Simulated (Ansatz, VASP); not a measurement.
# Cross-check of NiHO2 (NiHO2 monolayer) between VASP and Ansatz, part 2 of 3

Wanted: the spread between two codes on one cell, functional and k mesh. The cell is taken from a series of runs on this material, whose earlier steps may have relaxed, scaled, displaced or heated it; both programs get it as it stands.

VASP 6.6.1 and Ansatz 0.2.0.

So far: The structure; Ansatz: single point, PBEsol, DFT+U, pair 1.

## Step 3: VASP: single point, PBEsol, DFT+U, pair 1

Level of this step: PBEsol, DFT+U (Ni d 5.4 eV), spin-polarised from a ferrimagnetic start; plane waves and PAW (Ni, O, H) (VASP).

The same cell, functional, mesh and smearing now go to VASP, with its own data sets.

Lines of VASP's logs that name or quote its potential files are left out, and so is its time.

The input, INCAR:

```
SYSTEM = NiHO2
PREC = Accurate
ENCUT = 520
EDIFF = 1E-06
NELM = 200
ISMEAR = -1
SIGMA = 0.05
LREAL = .FALSE.
ALGO = Normal
GGA = PS
NBANDS = 37
ISPIN = 2
MAGMOM = 1.33 1.33 -0.39 -0.39 0.02 0.02 0 0
LDAU = .TRUE.
LDAUTYPE = 2
LDAUL = 2 -1 -1
LDAUU = 5.4 0 0
LDAUJ = 0 0 0
LDAUPRINT = 1
LASPH = .TRUE.
LMAXMIX = 4
LORBIT = 11
LWAVE = .FALSE.
LCHARG = .FALSE.
ISIF = 2
GGA_COMPAT = .FALSE.
KPAR = 2
```

The input, POSCAR:

```
NiHO2
1.0
    2.9785591380      0.0000002890      0.0000000000
   -2.9785596380      5.1590154720      0.0000000000
    0.0000000000      0.0000000000     17.9903920000
Ni O H
2 4 2
Direct
    0.6666670000      0.1666665000      0.4720140000
    0.6666670000      0.6666665000      0.4720140000
    0.0000003340      0.4999998340      0.4168890000
    0.0000003340      0.9999998340      0.4168890000
    0.3333336660      0.3333331660      0.5284540000
    0.3333336660      0.8333331660      0.5284540000
    0.3333336660      0.3333331660      0.5831110000
    0.3333336660      0.8333331660      0.5831110000
```

The input, KPOINTS:

```
Automatic mesh
0
Gamma
16 8 1
0 0 0
```

PAW data sets: Ni, O and H (PBE family, release 64).

Started as:

```
$ mpirun -np 2 vasp_std
```

Numbers of over 12 decimals in the logs are rounded to 6 here.

Output:

```text
[banner, memory and clock lines left out]
running    2 mpi-ranks, on    1 nodes
 distrk:  each k-point on    1 cores,    2 groups
 distr:  one band on    1 cores,    1 groups

 POSCAR found type information on POSCAR NiO H
 POSCAR found :  3 types and       8 ions
|                                                                             |
|               ----> ADVICE to this user running VASP <----                  |
|                                                                             |
|     You enforced a specific xc type in the INCAR file but a different       |
|     [... a line on the potential file left out ...]
|     I HOPE YOU KNOW WHAT YOU ARE DOING!                                     |
|                                                                             |

 LDA part: xc-table for (Slater+PW92), standard interpolation
 POSCAR, INCAR and KPOINTS ok, starting setup
 FFT: planning ... GRIDC
 FFT: planning ... GRID_SOFT
 FFT: planning ... GRID
 WAVECAR not read
 entering main loop
       N       E                     dE             d eps       ncg     rms          rms(c)
DAV:   1     0.411974363635E+03    0.41197E+03   -0.18655E+04  6068   0.104E+03
DAV:   2     0.283311707127E+02   -0.38364E+03   -0.34677E+03  7346   0.271E+02
DAV:   3    -0.451611611109E+02   -0.73492E+02   -0.71027E+02  6960   0.133E+02
DAV:   4    -0.472706400416E+02   -0.21095E+01   -0.21015E+01  7451   0.271E+01
DAV:   5    -0.473040352618E+02   -0.33395E-01   -0.33381E-01  7276   0.345E+00    0.391E+01
DAV:   6    -0.402311552626E+02    0.70729E+01   -0.96833E+01  8739   0.154E+02    0.577E+01
DAV:   7    -0.366967771618E+02    0.35344E+01   -0.35462E+01  7932   0.756E+01    0.192E+01
DAV:   8    -0.391682015106E+02   -0.24714E+01   -0.85697E+00  8391   0.319E+01    0.996E+00
DAV:   9    -0.396425312872E+02   -0.47433E+00   -0.22969E+00  7403   0.985E+00    0.582E+00
DAV:  10    -0.393928551547E+02    0.24968E+00   -0.44433E-01  7981   0.507E+00    0.259E+00
DAV:  11    -0.397684305777E+02   -0.37558E+00   -0.30882E-01  7178   0.423E+00    0.135E+00
DAV:  12    -0.399158618341E+02   -0.14743E+00   -0.10489E-01  7062   0.224E+00    0.636E-01
DAV:  13    -0.399900069881E+02   -0.74145E-01   -0.13600E-02  7879   0.156E+00    0.445E-01
DAV:  14    -0.401478123528E+02   -0.15781E+00   -0.22066E-02  7123   0.986E-01    0.218E-01
[...]
DAV:  24    -0.402413668028E+02   -0.95998E-04   -0.22008E-06  5842   0.766E-03    0.280E-03
DAV:  25    -0.402414404278E+02   -0.73625E-04   -0.16001E-06  5611   0.650E-03    0.153E-03
DAV:  26    -0.402414944030E+02   -0.53975E-04   -0.15962E-06  5416   0.451E-03    0.106E-03
DAV:  27    -0.402415112127E+02   -0.16810E-04   -0.41564E-07  5216   0.372E-03    0.574E-04
DAV:  28    -0.402415181827E+02   -0.69700E-05   -0.13098E-07  5062   0.148E-03    0.371E-04
DAV:  29    -0.402415235722E+02   -0.53895E-05   -0.13375E-07  4999   0.118E-03    0.289E-04
DAV:  30    -0.402415249187E+02   -0.13465E-05   -0.28362E-08  5079   0.623E-04    0.243E-04
DAV:  31    -0.402415255208E+02   -0.60213E-06   -0.58509E-09  5208   0.293E-04
   1 F= -.40241526E+02 E0= -.40225861E+02  d E =-.313293E-01  mag=     2.0000
```

OUTCAR, selected parts (step 3):

```text
ion  position               nearest neighbor table
   1  0.667  0.167  0.472-   4 1.99   4 1.99   3 1.99   5 2.00   5 2.00   6 2.00   2 2.98   2 2.98
                             2 2.98   2 2.98
   2  0.667  0.667  0.472-   3 1.99   3 1.99   4 1.99   6 2.00   6 2.00   5 2.00   1 2.98   1 2.98
                             1 2.98   1 2.98
   3  0.000  0.500  0.417-   2 1.99   2 1.99   1 1.99
   4  0.000  1.000  0.417-   1 1.99   1 1.99   2 1.99
   5  0.333  0.333  0.528-   7 0.98   1 2.00   1 2.00   2 2.00
   6  0.333  0.833  0.528-   8 0.98   2 2.00   2 2.00   1 2.00
   7  0.333  0.333  0.583-   5 0.98
   8  0.333  0.833  0.583-   6 0.98

  LATTYP: Found a simple orthorhombic cell.
 ALAT       =     2.9785591380
 B/A-ratio  =     1.7320508078
 C/A-ratio  =     6.0399646831

 Subroutine GETGRP returns: Found  2 space group operations
 (whereof  2 operations were pure point group operations)

The static configuration has the point symmetry C_1h.

 Found     41 irreducible k-points:

   k-points           NKPTS =     41   k-points in BZ     NKDIM =     41   number of bands    NBANDS=     37

   dimension x,y,z NGX =    24 NGY =   48 NGZ =  140
   dimension x,y,z NGXF=    48 NGYF=   96 NGZF=  280

   ENCUT  =  520.0 eV  38.22 Ry    6.18 a.u.   5.54 11.08 33.45*2*pi/ulx,y,z

   NELECT =      46.0000    total number of electrons

 k-points in reciprocal lattice and weights: Automatic mesh
   0.00000000  0.00000000  0.00000000       0.008
   0.06250000 -0.00000000  0.00000000       0.031
   0.12500000 -0.00000000  0.00000000       0.031
   0.18750000  0.00000000  0.00000000       0.031
   0.25000000 -0.00000000  0.00000000       0.031
   0.31250000  0.00000000  0.00000000       0.031
   0.37500000  0.00000000  0.00000000       0.031
   0.43750000 -0.00000000  0.00000000       0.031
   0.50000000 -0.00000000  0.00000000       0.008
[...]
0.00000000  0.50000000  0.00000000       0.008
   0.50000000  0.50000000  0.00000000       0.008

atom =   1  type =  1  l = 2

 onsite density matrix

spin component  1

  0.9671 -0.0000 -0.0000 -0.0124 -0.0000
 -0.0000  0.9598 -0.0000  0.0000 -0.0124
 -0.0000 -0.0000  0.9789  0.0000 -0.0000
 -0.0124  0.0000  0.0000  0.9598  0.0000
 -0.0000 -0.0124 -0.0000  0.0000  0.9671

spin component  2

  0.7209 -0.0000 -0.0000 -0.3520 -0.0000
 -0.0000  0.5084  0.0000  0.0000 -0.3520
 -0.0000  0.0000  0.9791  0.0000  0.0000
 -0.3520  0.0000  0.0000  0.5084  0.0000
 -0.0000 -0.3520  0.0000  0.0000  0.7209

 occupancies and eigenvectors

  o =  0.2470  v =  0.0000  0.0000  0.0000  0.0000  0.0000 -0.0000  0.8028 -0.0000 -0.0000  0.5963      0.0000  0.0000  0.0000  0.0000  0.0000  0.0000  0.0000  0.0000  0.0000  0.0000
  o =  0.2470  v =  0.0000  0.0000  0.0000  0.0000  0.0000 -0.5963 -0.0000 -0.0000 -0.8028 -0.0000      0.0000  0.0000  0.0000  0.0000  0.0000  0.0000  0.0000  0.0000  0.0000  0.0000
  o =  0.9505  v =  0.0003 -0.8000 -0.0000  0.0004 -0.6000  0.0000  0.0000  0.0000  0.0000  0.0000      0.0000  0.0000  0.0000  0.0000  0.0000  0.0000  0.0000  0.0000  0.0000  0.0000
  o =  0.9505  v = -0.6000 -0.0004 -0.0000 -0.8000 -0.0003  0.0000  0.0000  0.0000  0.0000  0.0000      0.0000  0.0000  0.0000  0.0000  0.0000  0.0000  0.0000  0.0000  0.0000  0.0000
  o =  0.9764  v =  0.0004  0.6000 -0.0000 -0.0003 -0.8000  0.0000  0.0000  0.0000  0.0000  0.0000      0.0000  0.0000  0.0000  0.0000  0.0000  0.0000  0.0000  0.0000  0.0000  0.0000
[...]
o =  0.9505  v = -0.6000 -0.0004 -0.0000 -0.8000 -0.0003  0.0000  0.0000  0.0000  0.0000  0.0000      0.0000  0.0000  0.0000  0.0000  0.0000  0.0000  0.0000  0.0000  0.0000  0.0000
  o =  0.9764  v =  0.0004  0.6000 -0.0000 -0.0003 -0.8000  0.0000  0.0000  0.0000  0.0000  0.0000      0.0000  0.0000  0.0000  0.0000  0.0000  0.0000  0.0000  0.0000  0.0000  0.0000
  o =  0.9764  v =  0.8000 -0.0003  0.0000 -0.6000  0.0004  0.0000  0.0000  0.0000  0.0000  0.0000      0.0000  0.0000  0.0000  0.0000  0.0000  0.0000  0.0000  0.0000  0.0000  0.0000
  o =  0.9789  v = -0.0000 -0.0000  1.0000  0.0000 -0.0000  0.0000  0.0000  0.0000  0.0000  0.0000      0.0000  0.0000  0.0000  0.0000  0.0000  0.0000  0.0000  0.0000  0.0000  0.0000
  o =  0.9791  v =  0.0000  0.0000  0.0000  0.0000  0.0000 -0.0000  0.0000 -1.0000  0.0000 -0.0000      0.0000  0.0000  0.0000  0.0000  0.0000  0.0000  0.0000  0.0000  0.0000  0.0000
  o =  0.9823  v =  0.0000  0.0000  0.0000  0.0000  0.0000  0.8028  0.0002 -0.0000 -0.5963 -0.0002      0.0000  0.0000  0.0000  0.0000  0.0000  0.0000  0.0000  0.0000  0.0000  0.0000
  o =  0.9823  v =  0.0000  0.0000  0.0000  0.0000  0.0000 -0.0002  0.5963  0.0000  0.0002 -0.8028      0.0000  0.0000  0.0000  0.0000  0.0000  0.0000  0.0000  0.0000  0.0000  0.0000

 average (electrostatic) potential at core
       1 -94.2060       2 -94.2060       3 -77.5760       4 -77.5760       5 -79.0861
       6 -79.0861       7 -42.8959       8 -42.8959

 E-fermi :  -3.2136

 spin component 1
 k-point     1 :       0.0000    0.0000    0.0000
  band No.  band energies     occupation
    ...
     19      -5.4890      1.00000
     20      -4.9524      1.00000
     21      -4.9524      1.00000
     22      -4.2176      1.00000
     23      -3.3316      0.91369
     24      -2.8089      0.00031
     25      -2.5278      0.00000
     26      -2.5278      0.00000
     27      -1.4765      0.00000
     28       1.3267      0.00000
    ...

 k-point     2 :       0.0625   -0.0000    0.0000
  band No.  band energies     occupation
    ...
     19      -5.3938      1.00000
     20      -5.1104      1.00000
     21      -4.9600      1.00000
     22      -4.1523      1.00000
     23      -3.3378      0.92296
     24      -2.8823      0.00132
     25      -2.6614      0.00002
     26      -2.5512      0.00000
     27      -1.3796      0.00000
     28       1.4251      0.00000
    ...

 k-point     3 :       0.1250   -0.0000    0.0000
  band No.  band energies     occupation
    ...
     19      -5.4318      1.00000
     20      -5.2354      1.00000
     21      -4.9929      1.00000
     22      -4.0529      1.00000
     23      -3.3708      0.95868
     24      -3.0527      0.03849
     25      -3.0140      0.01813
     26      -2.6118      0.00001
     27      -1.1065      0.00000
     28       1.7098      0.00000
    ...

 k-point     4 :       0.1875    0.0000    0.0000
  band No.  band energies     occupation
    ...
     20      -5.1112      1.00000
     21      -5.0744      1.00000
     22      -4.0542      1.00000
     23      -3.4715      0.99428
     24      -3.4164      0.98299
     25      -3.1788      0.33257
     26      -2.6858      0.00003
     27      -0.6902      0.00000
     28       2.1615      0.00000
     29       2.2073      0.00000
    ...

 k-point     5 :       0.2500   -0.0000    0.0000
  band No.  band energies     occupation
    ...
     20      -5.2237      1.00000
     21      -5.0611      1.00000
     22      -4.3861      1.00000
     23      -3.5464      0.99871
     24      -3.5462      0.99871
     25      -3.2081      0.47253
     26      -2.7484      0.00009
     27      -0.1495      0.00000
     28       2.1524      0.00000
     29       2.7674      0.00000
    ...

 k-point     6 :       0.3125    0.0000    0.0000
  band No.  band energies     occupation
    ...
     20      -5.4398      1.00000
     21      -5.1112      1.00000
     22      -4.8714      1.00000
     23      -3.4882      0.99589
     24      -3.4715      0.99428
     25      -3.1788      0.33257
     26      -2.7869      0.00020
     27       0.5100      0.00000
     28       2.2073      0.00000
     29       3.5216      0.00000
    ...

  Total       -3.2132177     -3.2132721     -3.0144873     -0.0000000      0.0000496     -0.0000000
  in kB      -18.6224589    -18.6227743    -17.4707013     -0.0000000      0.0002875     -0.0000000
  external PRESSURE =     -18.2386448 kB  Pullay stress =       0.0000000 kB

  energy-cutoff  :      520.00
  volume of cell :      276.45
      direct lattice vectors                 reciprocal lattice vectors
     2.978559138  0.000000289  0.000000000     0.335732781  0.193835455  0.000000000
    -2.978559638  5.159015472  0.000000000    -0.000000019  0.193835423  0.000000000
     0.000000000  0.000000000 17.990392000     0.000000000  0.000000000  0.055585226

 POSITION                                       TOTAL-FORCE (eV/Angst)
 -----------------------------------------------------------------------------------
      1.48928      0.85984      8.49172        -0.000000      0.000001     -1.188089
      0.00000      3.43934      8.49172        -0.000000      0.000001     -1.188089
     -1.48928      2.57951      7.50000         0.000000     -0.000004      1.097126
     -2.97856      5.15901      7.50000         0.000000     -0.000004      1.097126
      0.00000      1.71967      9.50709        -0.000000      0.000002      0.464875
     -1.48928      4.29918      9.50709        -0.000000      0.000002      0.464875
      0.00000      1.71967     10.49040        -0.000000      0.000001     -0.373911
     -1.48928      4.29918     10.49040        -0.000000      0.000001     -0.373911
 -----------------------------------------------------------------------------------
    total drift:                               -0.007037     -0.000012      0.000039

  FREE ENERGIE OF THE ION-ELECTRON SYSTEM (eV)
  ---------------------------------------------------
  free  energy   TOTEN  =       -40.2415255208 eV

  energy  without entropy=      -40.2101962507  energy(sigma->0) =      -40.22586089

 total charge
# of ion       s       p       d       tot
------------------------------------------
    1        0.401   0.539   8.240   9.180
    2        0.401   0.539   8.240   9.180
    3        1.583   3.244   0.000   4.827
    4        1.583   3.244   0.000   4.827
    5        1.559   3.533   0.000   5.091
    6        1.559   3.533   0.000   5.091
    7        0.613   0.112   0.000   0.725
    8        0.613   0.112   0.000   0.725
--------------------------------------------------
tot          8.312  14.854  16.480  39.647

 magnetization (x)
# of ion       s       p       d       tot
------------------------------------------
    1        0.012   0.004   1.394   1.410
    2        0.012   0.004   1.394   1.410
    3        0.002  -0.388   0.000  -0.387
    4        0.002  -0.388   0.000  -0.387
    5        0.017   0.012   0.000   0.029
    6        0.017   0.012   0.000   0.029
    7        0.005   0.000   0.000   0.005
    8        0.005   0.000   0.000   0.005
--------------------------------------------------
tot          0.070  -0.744   2.788   2.115

[... 6 further parts left out ...]
```

The magnetic state follows from one typed start and may not be the lowest.

## Step 4: Comparison

Known differences besides the potentials themselves: VASP starts from the moments at which Ansatz ended; U acts on the PAW sphere in VASP and on atomic orbitals in Ansatz, so only states and trends compare; the data sets hold 62 valence electrons in Ansatz (on its default PAW (the set named soft_2) files) and 46 in VASP; the cutoff is 420 eV in Ansatz and 520 eV in VASP; Ansatz makes its cores anew for this functional, VASP keeps those of its PBE data sets; site moments are counted in spheres of each program's own size. Total energies have different zeros and are not compared.

Both answers:

```tsv
quantity	Ansatz	VASP	difference
total moment (μB)	2.00	2.00	0.00
moment on Ni1 (μB)	1.33	1.41	-0.08
moment on Ni2 (μB)	1.33	1.41	-0.08
moment on O3 (μB)	-0.39	-0.39	0.00
moment on O4 (μB)	-0.39	-0.39	0.00
```

With vacuum in the cell, a pressure given here is an average over mostly empty space and none of the material.

## Step 5: Ansatz: single point, PBEsol, DFT+U, pair 2

A single point gives forces, pressure and levels at one fixed geometry, so differences don't come from the geometry; what else differs is listed under the comparison.

The cell is taken from a series of runs on this material, whose earlier steps may have relaxed, scaled, displaced or heated it; both programs get it as it stands.

The input, input.yaml:

```yaml
crystal:
  lattice:
    - [2.978559138, 2.89e-07, 0.0]
    - [-2.978559638, 5.159015472, 0.0]
    - [0.0, 0.0, 17.990392]
  atoms:
    - { symbol: Ni, position: [0.666667, 0.1666665, 0.472014], spin: 2.0 }
    - { symbol: Ni, position: [0.666667, 0.6666665, 0.472014], spin: -2.0 }
    - { symbol: O, position: [3.33e-07, 0.499999834, 0.416889] }
    - { symbol: O, position: [3.33e-07, 0.999999834, 0.416889] }
    - { symbol: O, position: [0.333333667, 0.333333166, 0.528454] }
    - { symbol: O, position: [0.333333667, 0.833333166, 0.528454] }
    - { symbol: H, position: [0.333333667, 0.333333166, 0.583111] }
    - { symbol: H, position: [0.333333667, 0.833333166, 0.583111] }
magnetization:
  spin_polarized: true
kpoints:
  mp_grid: { grid: [16, 8, 1] }
hamiltonian:
  xc: pbesol
  hubbard:
    sites:
      - { species: Ni, l: d, u_eff: 5.4 }
      - { site: 0, l: d, u_eff: 5.4, starting_ns: [{ spin: up, occupation_matrix: ni1_major }, { spin: down, occupation_matrix: ni1_minor }] }
      - { site: 1, l: d, u_eff: 5.4, starting_ns: [{ spin: up, occupation_matrix: ni1_minor }, { spin: down, occupation_matrix: ni1_major }] }
    projectors: ortho-atomic
    occupation_matrices:
      ni1_major:
        matrix:
          - [0.995, 0.0, 0.0, 0.0, 0.0]
          - [0.0, 0.947, 0.0, 0.0, 0.036]
          - [0.0, 0.0, 0.947, 0.036, 0.0]
          - [0.0, 0.0, 0.036, 0.963, 0.0]
          - [0.0, 0.036, 0.0, 0.0, 0.963]
      ni1_minor:
        matrix:
          - [0.996, 0.0, 0.0, 0.0, 0.0]
          - [0.0, 0.522, 0.0, 0.0, 0.361]
          - [0.0, 0.0, 0.522, 0.361, 0.0]
          - [0.0, 0.0, 0.361, 0.721, 0.0]
          - [0.0, 0.361, 0.0, 0.0, 0.721]
scf:
  occupations: { method: fermi_dirac, width: 0.05 }
output:
  eigenvalues: true
```

Started as:

```
$ ansatz run input.yaml --threads 4 --pin off --max-ram 8192MiB --backend cpu --events-out ev --progress --plain --runs-dir out
```

Output:

```text
[...]
Crystal: 8 atoms, lattice volume = 276.448 Å³
Basis set: ecut = 420 eV, 5329 PW (Γ)
Bands: 41, of which v1, the nominal top of the filled ones, is band 31 counted from 1 (30 counted from 0)
Symmetry: 2 space group operations
[...]
k-points: 41 of 128 (time reversal used)
[...]
Starting moments: Σ|m| = 4 μB on 2 of 8 sites
[...]
k-point 1 ↑: bands = [... 27 lower, -3.6983, -3.4226, -3.1124, -1.9518, -1.5522, -0.3132, 0.7234, 1.0742, ... 6 higher]
  k-point 2 ↑: bands = [... 27 lower, -3.6967, -3.4401, -3.0174, -2.1425, -1.5974, -0.0902, 0.6136, 1.0614, ... 6 higher]
  k-point 40 ↓: bands = [... 27 lower, -4.2474, -3.7525, -3.6312, -2.3296, -2.1285, 0.5266, 0.7540, 3.2812, ... 6 higher]
Occupation matrices written to <dir>
[key lines of the parts left out:]
SCF converged after 23 iterations
Magnetization: 0.0000 μB (31.0000 up, 31.0000 down)
Free energy (F): -13875.364293 eV
Fermi energy:    -2.072831 eV
```

(Continued in part 3 of 3.)

[Lines on the potential files, build, host, timing and source positions are cut from VASP's logs without a mark.]

[Logs are printed without paths, hosts, clocks, repeated set-up lines and the standing remarks that a program may print on its own settings, such as how far it seeks lower states.]

[Hosts, paths, dates, database ids (printed as entryN), source tags and the programs' standing remarks are cut or masked in the printed files.]
